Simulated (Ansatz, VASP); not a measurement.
# Cross-check of KF (Carobbiite) between VASP and Ansatz

Wanted: the spread between two codes on one cell, functional and k mesh. Of the first pair: The cell is taken from a series of runs on this material, whose earlier steps may have relaxed, scaled, displaced or heated it; both programs get it as it stands.

Calculated with Ansatz 0.2.0; plane waves, with VASP 6.6.1 beside it; relaxation of cell and atoms at RPBE.

### Step 1. The structure

Symmetry: Fm-3m, No. 225, cubic system. Conventional cell: a = 5.582 Å, b = 5.582 Å, c = 5.582 Å, α = 90.00°, β = 90.00°, γ = 90.00°. Nearest to K lie 6 F at 2.79 Å. Nearest to F lie 6 K at 2.79 Å. Farther neighbours and most contacts between anions are not listed.

As a file:

```
K F
1.0
     0.00000    2.79078    2.79078
     2.79078    0.00000    2.79078
     2.79078    2.79078    0.00000
K F
1 1
Direct
  0.00000 0.00000 0.00000
  0.50000 0.50000 0.50000
```

### Step 2. VASP: relaxation of cell and atoms, RPBE, pair 1

The relaxed volume is the usual yardstick between codes: in a stiff, nearly cubic crystal its relative difference is about their pressure difference at one cell divided by the bulk modulus.

Lines of VASP's logs that name or quote its potential files are left out, and so is its time.

INCAR reads:

```
SYSTEM = KF
PREC = Accurate
ENCUT = 600
EDIFF = 1E-07
NELM = 120
ISMEAR = 0
SIGMA = 0.02
LREAL = .FALSE.
ALGO = Normal
GGA = RP
NBANDS = 14
LORBIT = 11
LWAVE = .FALSE.
LCHARG = .FALSE.
ISIF = 3
IBRION = 2
NSW = 80
EDIFFG = -0.005
LASPH = .TRUE.
GGA_COMPAT = .FALSE.
NELMIN = 4
EFERMI = MIDGAP
```

POSCAR reads:

```
KF
1.0
    0.0000000000      2.7907750000      2.7907750000
    2.7907750000      0.0000000000      2.7907750000
    2.7907750000      2.7907750000      0.0000000000
K F
1 1
Direct
    0.0000000000      0.0000000000      0.0000000000
    0.5000000000      0.5000000000      0.5000000000
```

KPOINTS reads:

```
Automatic mesh
0
Gamma
8 8 8
0 0 0
```

PAW data sets: K_sv and F (PBE family, release 64).

The run is started by

```
> mpirun -np 1 vasp_std
```

Numbers of over 12 decimals in the logs are rounded to 6 here.

The log of the run:

```text
[banner, memory and clock lines left out]
running    1 mpi-ranks, on    1 nodes
 distrk:  each k-point on    1 cores,    1 groups
 distr:  one band on    1 cores,    1 groups

 POSCAR found type information on POSCAR K F
 POSCAR found :  2 types and       2 ions
|                                                                             |
|               ----> ADVICE to this user running VASP <----                  |
|                                                                             |
|     You enforced a specific xc type in the INCAR file but a different       |
|     [... a line on the potential file left out ...]
|     I HOPE YOU KNOW WHAT YOU ARE DOING!                                     |
|                                                                             |

 LDA part: xc-table for (Slater+PW92), standard interpolation
 POSCAR, INCAR and KPOINTS ok, starting setup
 FFT: planning ... GRIDC
 FFT: planning ... GRID_SOFT
 FFT: planning ... GRID
 WAVECAR not read
 entering main loop
       N       E                     dE             d eps       ncg     rms          rms(c)
DAV:   1     0.125119544137E+03    0.12512E+03   -0.87772E+03   812   0.121E+03
DAV:   2    -0.353365517999E+01   -0.12865E+03   -0.11671E+03  1046   0.307E+02
DAV:   3    -0.906411429012E+01   -0.55305E+01   -0.55022E+01  1060   0.585E+01
DAV:   4    -0.924372028620E+01   -0.17961E+00   -0.17957E+00  1082   0.902E+00
DAV:   5    -0.924512241461E+01   -0.14021E-02   -0.14021E-02  1044   0.934E-01    0.635E+00
DAV:   6    -0.792115951529E+01    0.13240E+01   -0.41157E+00   914   0.149E+01    0.312E+00
DAV:   7    -0.790484244049E+01    0.16317E-01   -0.82581E-02  1008   0.245E+00    0.180E+00
DAV:   8    -0.791995523037E+01   -0.15113E-01   -0.79939E-02   902   0.293E+00    0.234E-01
DAV:   9    -0.792329923220E+01   -0.33440E-02   -0.72646E-03   994   0.691E-01    0.134E-01
DAV:  10    -0.792439543394E+01   -0.10962E-02   -0.12420E-03   888   0.312E-01    0.608E-02
DAV:  11    -0.792459486865E+01   -0.19943E-03   -0.28094E-04   842   0.154E-01    0.198E-02
DAV:  12    -0.792459521874E+01   -0.35009E-06   -0.44680E-05  1034   0.545E-02    0.623E-03
DAV:  13    -0.792459767875E+01   -0.24600E-05   -0.11772E-05   836   0.310E-02    0.362E-03
DAV:  14    -0.792459778722E+01   -0.10847E-06   -0.78407E-07   946   0.836E-03    0.501E-04
DAV:  15    -0.792459780218E+01   -0.14963E-07   -0.31272E-08   742   0.186E-03
   1 F= -.79245978E+01 E0= -.79245978E+01  d E =-.792460E+01
 curvature:   0.00 expect dE= 0.000E+00 dE for cont linesearch  0.000E+00
 trial: gam= 0.00000 g(F)=  0.102E-59 g(S)=  0.125E-04 ort = 0.000E+00 (trialstep = 0.100E+01)
 search vector abs. value=  0.125E-04
 bond charge predicted
       N       E                     dE             d eps       ncg     rms          rms(c)
DAV:   1    -0.792474924442E+01   -0.15146E-03   -0.26923E-03  1004   0.518E-01    0.909E-02
DAV:   2    -0.792462146635E+01    0.12778E-03   -0.50307E-04   950   0.195E-01    0.236E-02
DAV:   3    -0.792460708541E+01    0.14381E-04   -0.24563E-05  1272   0.462E-02    0.136E-02
DAV:   4    -0.792460528171E+01    0.18037E-05   -0.87991E-06  1492   0.210E-02    0.105E-02
DAV:   5    -0.792460715905E+01   -0.18773E-05   -0.57449E-07  1348   0.447E-03    0.157E-03
DAV:   6    -0.792460767339E+01   -0.51434E-06   -0.79481E-08   928   0.258E-03    0.272E-04
DAV:   7    -0.792460779400E+01   -0.12061E-06   -0.48637E-08   508   0.117E-03    0.238E-04
DAV:   8    -0.792460781066E+01   -0.16662E-07   -0.12035E-08   436   0.480E-04
   2 F= -.79246078E+01 E0= -.79246078E+01  d E =-.100085E-04
 trial-energy change:   -0.000010  1 .order   -0.000010   -0.000013   -0.000007
 step:   2.3053(harm=  2.3053)  dis= 0.00000  next Energy=    -7.924612 (dE=-0.144E-04)
 reached required accuracy - stopping structural energy minimisation
```

From OUTCAR (step 2):

```text
ion  position               nearest neighbor table
   1  0.000  0.000  0.000-   2 2.79   2 2.79   2 2.79   2 2.79   2 2.79   2 2.79
   2  0.500  0.500  0.500-   1 2.79   1 2.79   1 2.79   1 2.79   1 2.79   1 2.79

  LATTYP: Found a face centered cubic cell.
 ALAT       =     5.5815500000

 Subroutine GETGRP returns: Found 48 space group operations
 (whereof 48 operations were pure point group operations)

The static configuration has the point symmetry O_h .

 Found     29 irreducible k-points:

   k-points           NKPTS =     29   k-points in BZ     NKDIM =     29   number of bands    NBANDS=     14

   dimension x,y,z NGX =    32 NGY =   32 NGZ =   32
   dimension x,y,z NGXF=    64 NGYF=   64 NGZF=   64

   ENCUT  =  600.0 eV  44.10 Ry    6.64 a.u.   7.88  7.88  7.88*2*pi/ulx,y,z

   NELECT =      16.0000    total number of electrons

 k-points in reciprocal lattice and weights: Automatic mesh
   0.00000000  0.00000000  0.00000000       0.002
   0.12500000  0.00000000  0.00000000       0.016
   0.25000000  0.00000000  0.00000000       0.016
   0.37500000  0.00000000  0.00000000       0.016
   0.50000000  0.00000000  0.00000000       0.008
   0.12500000  0.12500000  0.00000000       0.012
   0.25000000  0.12500000  0.00000000       0.047
   0.37500000  0.12500000  0.00000000       0.047
   0.50000000  0.12500000  0.00000000       0.047
[...]
-0.37500000  0.50000000  0.12500000       0.023
  -0.25000000  0.50000000  0.25000000       0.012

 average (electrostatic) potential at core
       1 -36.8782       2 -78.1347

 E-fermi :   0.0380

 k-point     1 :       0.0000    0.0000    0.0000
  band No.  band energies     occupation
    ...
      4     -12.8822      2.00000
      5     -12.8822      2.00000
      6      -2.8836      2.00000
      7      -2.8836      2.00000
      8      -2.8836      2.00000
      9       2.9597      0.00000
     10       7.5148      0.00000
     11       7.5148      0.00000
     12       7.5148      0.00000
     13       8.9691      0.00000
    ...

 k-point     2 :       0.1250    0.0000    0.0000
  band No.  band energies     occupation
    ...
      4     -12.8863      2.00000
      5     -12.8863      2.00000
      6      -2.9926      2.00000
      7      -2.9206      2.00000
      8      -2.9206      2.00000
      9       3.3396      0.00000
     10       7.3004      0.00000
     11       7.6922      0.00000
     12       7.6922      0.00000
     13       9.0762      0.00000
    ...

 k-point     3 :       0.2500    0.0000    0.0000
  band No.  band energies     occupation
    ...
      4     -12.8961      2.00000
      5     -12.8961      2.00000
      6      -3.2273      2.00000
      7      -3.0089      2.00000
      8      -3.0089      2.00000
      9       4.3162      0.00000
     10       6.9649      0.00000
     11       8.1207      0.00000
     12       8.1207      0.00000
     13       9.4287      0.00000
    ...

  Total       -0.0074518     -0.0074518     -0.0074518     -0.0000000      0.0000000      0.0000000
  in kB       -0.2749055     -0.2749055     -0.2749055     -0.0000000      0.0000000      0.0000000
  external PRESSURE =      -0.2749055 kB  Pullay stress =       0.0000000 kB

  energy-cutoff  :      600.00
  volume of cell :       43.43
      direct lattice vectors                 reciprocal lattice vectors
    -0.000000000  2.789889045  2.789889045    -0.179218597  0.179218597  0.179218597
     2.789889045 -0.000000000  2.789889045     0.179218597 -0.179218597  0.179218597
     2.789889045  2.789889045  0.000000000     0.179218597  0.179218597 -0.179218597

 POSITION                                       TOTAL-FORCE (eV/Angst)
 -----------------------------------------------------------------------------------
      2.78989      2.78989      5.57978         0.000000     -0.000000     -0.000000
      2.78989      2.78989      2.78989        -0.000000      0.000000      0.000000
 -----------------------------------------------------------------------------------
    total drift:                               -0.000000     -0.000000     -0.000000

  FREE ENERGIE OF THE ION-ELECTRON SYSTEM (eV)
  ---------------------------------------------------
  free  energy   TOTEN  =        -7.9246078107 eV

  energy  without entropy=       -7.9246078107  energy(sigma->0) =       -7.92460781

 reached required accuracy - stopping structural energy minimisation

 total charge
# of ion       s       p       d       tot
------------------------------------------
    1        1.958   5.624   0.024   7.605
    2        1.729   4.355   0.000   6.084
--------------------------------------------------
tot          3.686   9.979   0.024  13.689

[... 3 further parts left out ...]
```

CONTCAR:

```
KF
   1.00000000000000
    -0.0000000000000000    2.7898890452801353    2.7898890452801353
     2.7898890452801353   -0.0000000000000000    2.7898890452801353
     2.7898890452801353    2.7898890452801353    0.0000000000000000
  K               F
     1     1
Direct
     1.0000000000000000    1.0000000000000000    0.0000000000000000
     0.5000000000000000    0.5000000000000000    0.5000000000000000
```

The run keeps the 48 symmetry operations of its start, so it cannot find a distortion of lower symmetry.

### Step 3. Ansatz: relaxation of cell and atoms, RPBE, pair 1

Ansatz runs on its default PAW (the set named soft_2) files.

The same cell, functional, mesh and smearing now go to Ansatz, which takes its cutoff from its data sets.

input.yaml reads:

```yaml
crystal:
  lattice:
    - [0.0, 2.7907747822, 2.7907747822]
    - [2.7907747822, 0.0, 2.7907747822]
    - [2.7907747822, 2.7907747822, 0.0]
  atoms:
    - { symbol: K, position: [0.0, 0.0, 0.0] }
    - { symbol: F, position: [0.5, 0.5, 0.5] }
kpoints:
  mp_grid: { grid: [8, 8, 8] }
hamiltonian:
  xc: rpbe
scf:
  occupations: { method: gaussian, width: 0.02 }
output:
  forces: true
  stress: true
  eigenvalues: true
  write_density: true
  write_potential: true
  elf: true
  volumetric_format: npy
relax:
  adjacent_minimum: "off"
  f_tol: 0.005
  max_steps: 80
  cell: { stress_tol: 0.05 }
```

The run is started by

```
> ansatz run input.yaml --threads 4 --pin off --max-ram 8192MiB --backend cpu --events-out ev --progress --plain --runs-dir out
```

The log of the run:

```text
Engine: ansatz 0.2.0, aarch64-unknown-linux-gnu
Pseudopotentials: kind: paw
Pseudopotential: K, paw, valence charge 9, recommended cutoff 420 eV (normal), K.paw.azcp
Pseudopotential: F, paw, valence charge 7, recommended cutoff 420 eV (normal), F.paw.azcp
Functional definition: RPBE
  parameter kappa = 0.804
  parameter beta = 0.066725
  exchange = rpbe_x(kappa = kappa, mu = beta*pi^2/3)
  correlation = pbe_c(beta = beta)
Crystal: 2 atoms, lattice volume = 43.471 Å³
Basis set: ecut = 420 eV, 869 PW (Γ), exchange–correlation on 54×54×54 points (8 copies of the dense FFT grid, shifted against one another)
Bands: 12, of which v1, the nominal top of the filled ones, is band 8 counted from 1 (7 counted from 0)
Symmetry: 48 space group operations
Space group: Fm-3m (ITA 225), of the structure as read, at distance tolerance 3.5e-5 Å
k-points: 29 of 512
Non-local potential: K, projectors of the file, l = 0: 3, l = 1: 2, l = 2: 2
Non-local potential: F, projectors of the file, l = 0: 2, l = 1: 2, l = 2: 1
PAW form: soft (Blöchl's): semilocal exchange-correlation on the pseudo side does not see the compensation charge
PAW frozen core: K, regenerated for the run's functional, and the local potential with it (the file was generated under x = pbe(κ = 0.804, μ = 0.219515), c = pbe(β = 0.066725))
PAW frozen core: F, regenerated for the run's functional, and the local potential with it (the file was generated under x = pbe(κ = 0.804, μ = 0.219515), c = pbe(β = 0.066725))
PAW one-centre angular grid: K, 110 points (default); XC on 64 Gauss nodes
PAW one-centre angular grid: F, 110 points (default); XC on 64 Gauss nodes
Initial density: superposition of atomic densities (neutral atoms: chi_scale 0, normalization atom), corrected by the library's trained network
Initial wavefunctions: pseudopotential atomic-orbital guess
Functional: x = rpbe, c = pbe(β = 0.066725)
SCF iter   1: F=—  HF=-2355.147816 eV  |F-HF|=—  |Δ(HF+E_count)|=         —  Δρ=5.12e-3  dr2=1.05e-2  ethr=1.77e-3  ⟨swp⟩=6.1  Hψ=2300  notcnv=0
preconditioner: auto → none  [insulator: Δε(μ)=5.951 eV  Ē_g=17.422 eV  σ=0.020 eV  W_gap=1.00  n_scr=14 (ndim 8)  ℏωp=21.1 eV  f_vac=0.175  D(μ)=0.00/eV (n_scr^D=0)  ε∞_Penn≈2.5]
SCF iter   2: F=—  HF=-2355.146913 eV  |F-HF|=—  |Δ(HF+E_count)|=   9.03e-4  Δρ=4.58e-3  dr2=4.48e-3  ethr=6.59e-5  ⟨swp⟩=2.0  Hψ=899  notcnv=0
SCF iter   3: F=—  HF=-2355.145709 eV  |F-HF|=—  |Δ(HF+E_count)|=   1.20e-3  Δρ=1.07e-3  dr2=2.06e-4  ethr=2.80e-5  ⟨swp⟩=2.0  Hψ=543  notcnv=0
SCF iter   4: F=—  HF=-2355.145725 eV  |F-HF|=—  |Δ(HF+E_count)|=   1.56e-5  Δρ=2.05e-4  dr2=1.59e-5  ethr=1.29e-6  ⟨swp⟩=3.0  Hψ=645  notcnv=0
SCF iter   5: F=—  HF=-2355.145727 eV  |F-HF|=—  |Δ(HF+E_count)|=   2.69e-6  Δρ=2.71e-5  dr2=2.31e-7  ethr=9.95e-8  ⟨swp⟩=2.0  Hψ=439  notcnv=0
SCF iter   6: F=-2355.145727 eV  HF=-2355.145727 eV  |F-HF|=7.99e-9  |Δ(HF+E_count)|=   4.41e-9  Δρ=4.45e-6  dr2=3.95e-9  ethr=6.25e-10  ⟨swp⟩=8.9  Hψ=2337  notcnv=0
SCF 1 converged in 6 iterations: F = -2355.145727 eV  dr2 = 3.95e-9
  greatest PAW one-centre occupation: 0.988 electrons in one spin orbital (limit 2), on the K atom at site 0 (counted from 0), in its partial waves of l = 0
relax step   1: F+E_penalty+E_count = -2355.14572749 eV  Δ(F+E_penalty+E_count) = +0.000e0 eV  max|allowed force component| = 1.854e-29 eV/Å  Δτ_max = 0.0000 Å  P = +0.029 GPa  Ω = 43.471 Å³  (6 SCF iters, dr2 threshold 1.00e-7 eV, accepted)
Initial density: handed on by an earlier stage of this run
Initial wavefunctions: pseudopotential atomic-orbital guess (no wavefunctions were taken with the density)
iter 1 solved again at ethr=9.55e-7 eV; its pass at ethr=3.10e-3 eV (dr2=1.53e-4 eV) is discarded
SCF iter   1: F=—  HF=-2355.145723 eV  |F-HF|=—  |Δ(HF+E_count)|=         —  Δρ=1.16e-5  dr2=4.02e-8  ethr=9.55e-7  ⟨swp⟩=2.7  Hψ=3065  notcnv=0
eigensolver tolerance schedule: the retry pair's looser diagonalisation over-reported the residual by 3796.98 of it (diagonalisation noise at an unbounded share of the residual, at the tolerance the schedule requests for it); recorded, not acted on — ethr = c·dr2/N_el stays at c = 1.0e-1
preconditioner: auto → none  [insulator: Δε(μ)=5.847 eV  Ē_g=17.363 eV  σ=0.020 eV  W_gap=1.00  n_scr=14 (ndim 8)  ℏωp=21.1 eV  f_vac=0.180  D(μ)=0.00/eV (n_scr^D=0)  ε∞_Penn≈2.5]
SCF iter   2: F=—  HF=-2355.145728 eV  |F-HF|=—  |Δ(HF+E_count)|=   4.12e-6  Δρ=1.54e-5  dr2=6.77e-8  ethr=2.52e-10  ⟨swp⟩=2.7  Hψ=627  notcnv=0
SCF iter   3: F=—  HF=-2355.145727 eV  |F-HF|=—  |Δ(HF+E_count)|=   1.40e-8  Δρ=4.89e-6  dr2=6.45e-9  ethr=2.52e-10  ⟨swp⟩=2.0  Hψ=435  notcnv=0
SCF iter   4: F=—  HF=-2355.145727 eV  |F-HF|=—  |Δ(HF+E_count)|=   3.29e-9  Δρ=1.12e-6  dr2=2.31e-10  ethr=4.03e-11  ⟨swp⟩=3.0  Hψ=580  notcnv=0
SCF iter   5: F=—  HF=-2355.145727 eV  |F-HF|=—  |Δ(HF+E_count)|=  6.26e-10  Δρ=8.40e-7  dr2=2.10e-10  ethr=1.44e-12  ⟨swp⟩=2.0  Hψ=580  notcnv=0
SCF iter   6: F=—  HF=-2355.145727 eV  |F-HF|=—  |Δ(HF+E_count)|=  1.00e-11  Δρ=4.86e-7  dr2=7.06e-11  ethr=1.31e-12  ⟨swp⟩=1.0  Hψ=348  notcnv=0
SCF iter   7: F=-2355.145727 eV  HF=-2355.145727 eV  |F-HF|=5.46e-12  |Δ(HF+E_count)|=    0.00e0  Δρ=2.18e-7  dr2=1.40e-11  ethr=1.00e-12  ⟨swp⟩=4.0  Hψ=1363  notcnv=0
SCF 2 converged in 7 iterations: F = -2355.145727 eV  dr2 = 1.40e-11
relax step   2: F+E_penalty+E_count = -2355.14572749 eV  Δ(F+E_penalty+E_count) = -2.457e-9 eV  max|allowed force component| = 2.160e-29 eV/Å  Δτ_max = 0.0000 Å  P = +0.029 GPa  Ω = 43.471 Å³  stress off target by 2.90e-2 GPa  SCF on the basis re-selected at this cell (its energy is not comparable with the rows above)  (7 SCF iters)
basis re-selected at this cell: Δ(F+E_penalty+E_count) = -2.457e-9 eV, ΔP = +0.000 GPa vs the last step (what re-selecting the basis moved, of the pressure what is left beyond the Pulay correction that the steps carried, after the strain that the cell walked since its last selection, with what the two solves' SCF thresholds leave and, on support functions, any second-order correction that the steps lacked; it is no m [...]
SCF converged after 7 iterations
Free energy (F): -2355.145727 eV
Harris-Foulkes:  -2355.145727 eV  (|F-HF|=5.46e-12)
Internal energy: -2355.145727 eV  (E = F + TS)
E sigma→0 (E₀):  -2355.145727 eV
Fermi energy:    3.782595 eV
--- Per-component energies (eV) ---
  E_band       = -139.062313
  E_kinetic    = 462.065129
  E_local      = -1178.404536  (includes V_loc(G=0)·N_el)
  E_nonlocal   = 83.907908
  E_hartree    = 428.042441
  E_xc         = -217.700167
  E_vxc        = -269.429481  (∫ρ·V_xc dr)
  E_paw        = -987.029330  (= ΣΔE_a)
  E_vpaw       = -93.288212  (= ΣTr[D̂ρ^β])
  E_aug_tail   = 0.002068  (compensation charges beyond the density's cutoff)
  E_ewald      = -945.957126
  E_core_change = -0.072114  (= ΣΔE_core)
  E_smearing   = -0.000000  (= −TS)
  E_closure    = 0.000000  (closes the sum)
  Σ components = -2355.145727   (vs F -2355.145727, Δ=0.00e0)
--- Forces (eV/Å), atoms counted from 1 ---
  atom   1  K     -0.00000000    -0.00000000    -0.00000000
  atom   2  F      0.00000000    -0.00000000    -0.00000000
  max |Σ_I F_I| component: 4.10e-29 eV/Å
--- Stress (GPa, compression-positive) ---
        0.028992      -0.000000       0.000000
       -0.000000       0.028992      -0.000000
        0.000000      -0.000000       0.028992
  P = ⅓ Tr σ = 0.0290 GPa (0.290 kbar)
--- Band table (eV; the first three rows and the last of 29) ---
  k-point 0: bands = [... 4 lower, -9.1263, 0.8591, 0.8591, 0.8591, 6.7060, 11.2460, 11.2460, 11.2460]
  k-point 1: bands = [... 4 lower, -9.1304, 0.7505, 0.8220, 0.8220, 7.0853, 11.0346, 11.4197, 11.4197]
  k-point 2: bands = [... 4 lower, -9.1402, 0.5172, 0.7339, 0.7339, 8.0607, 10.7031, 11.8384, 11.8384]
  k-point 28: bands = [... 4 lower, -9.1919, 0.5537, 0.6814, 0.6814, 10.3477, 10.3477, 11.4408, 13.3537]
--- Relaxed structure (1 steps of the walk, 1 accepted, 1 SCFs on fresh bases) ---
  F+E_penalty+E_count = -2355.14572749 eV   max|allowed force component| = 2.160e-29 eV/Å   (the final SCF, on the basis selected at the relaxed cell)
  cell:  # Å, volume = 43.4715 Å³
    - [0.0, 2.7907747822, 2.7907747822]
    - [2.7907747822, 0.0, 2.7907747822]
    - [2.7907747822, 2.7907747822, 0.0]
  atoms:
    - { symbol: K, position: [0.0, 0.0, 0.0] }
    - { symbol: F, position: [0.5, 0.5, 0.5] }
```

Reading the cycles: dr2 is the Hartree energy of the density residual (eV), the measure of convergence; HF is the Harris–Foulkes estimate of the energy, which meets the free energy F at convergence.

### Step 4. Comparison

Known differences besides the potentials themselves: the cutoff is 420 eV in Ansatz and 600 eV in VASP; Ansatz makes its cores anew for this functional, VASP keeps those of its PBE data sets; Ansatz adds a Pulay correction to the stress that steers its cell, VASP none. Total energies have different zeros and are not compared.

Compared:

| quantity | Ansatz | VASP | difference |
| --- | --- | --- | --- |
| volume (Å³) | 43.47 | 43.43 | +0.10 % |
| edge a after relaxation, in the typed setting (Å) | 3.947 | 3.946 | +0.03 % |

[end of part 1 of 2]

[Lines on the potential files, build, host, timing and source positions are cut from VASP's logs without a mark.]

[Logs are printed without paths, hosts, clocks, repeated set-up lines and the standing remarks that a program may print on its own settings, such as how far it seeks lower states.]

[Hosts, paths, dates, database ids (printed as entryN), source tags and the programs' standing remarks are cut or masked in the printed files.]
